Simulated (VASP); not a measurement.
PtSe2:

```xyz
3
Lattice="3.7240 0.0000 0.0000 -1.8620 3.2251 0.0000 0.0000 0.0000 4.7228" Properties=species:S:1:pos:R:3 pbc="T T T"
Pt    0.0000    0.0000    0.0000
Se    0.0000    2.1501    1.2655
Se    1.8620    1.0750    3.4573
```

| Item | Value |
| --- | --- |
| Program | VASP 6.6.1 |
| Task | relaxation of the atoms |
| Functional | PBE |
| Dispersion | D3(BJ) |
| Potentials or basis | VASP PAW PBE potentials, release 64 (Pt, Se) |
| Cutoff | 520 eV |
| k mesh | 10 × 10 × 8 |
| Occupations | gaussian, width 0.05 eV |
| Spin | no spin polarisation |

At the start: pressure 5.6 GPa; volume 18.91 Å³/atom.

**Question.** Where does the relaxation end?

**Answer.** Over 3 steps the energy falls by 3.1 meV/atom; space group P-3m1 (No. 164, to 0.05 Å).

Step by step:
```csv
step,energy change (eV),largest force (eV/Å),pressure (GPa)
1,0.0000,0.3582,5.56
2,-0.0082,0.1189,4.48
3,-0.0092,0.0004,3.97
```

Final structure:
```yaml
crystal:
  lattice:
    - [3.72400, 0.00000, 0.00000]
    - [-1.86200, 3.22508, 0.00000]
    - [0.00000, 0.00000, 4.72285]
  atoms:
    - { symbol: Pt, position: [0.00000, 0.00000, 0.00000] }
    - { symbol: Se, position: [0.33333, 0.66667, 0.27343] }
    - { symbol: Se, position: [0.66667, 0.33333, 0.72657] }
```

Caveat: pairwise dispersion overbinds metals, which lowers pressure and volume.
